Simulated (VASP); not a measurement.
A cell of WSi2 (MoSi2 type) near equilibrium:

```
CELL_PARAMETERS angstrom
     -1.60648     1.60648     3.90259
      1.60648    -1.60648     3.90259
      1.60648     1.60648    -3.90259
ATOMIC_POSITIONS crystal
  Si 0.66538 0.66538 0.00000
  Si 0.33462 0.33462 0.00000
  W  0.00000 0.00000 0.00000
```

Calculation: r2SCAN meta-GGA, VASP's PBE PAW potentials (set 64) (plane waves; VASP).

| run | ΔE (meV/atom) | σxx | σyy | σzz | largest shear component, with its sign (GPa) | largest force (eV/Å) |
|---|---|---|---|---|---|---|
| as it is | 0.0 | -0.07 | -0.07 | 0.02 | 0.00 | 0.002 |
| after one change | 0.7 | 0.45 | 0.45 | 3.01 | 0.00 | 0.014 |
Stress is in GPa, positive when the cell is compressed.

Question: Which change was made?
A. atom 3 (W) moved by -0.025 Å along z
B. isotropic strain of +0.5 %
C. uniaxial strain of -0.5 % along z
D. atom 3 (W) moved by 0.075 Å along z

Answer: C, uniaxial strain of -0.5 % along z

The compound is WSi2 in the MoSi2 type structure.
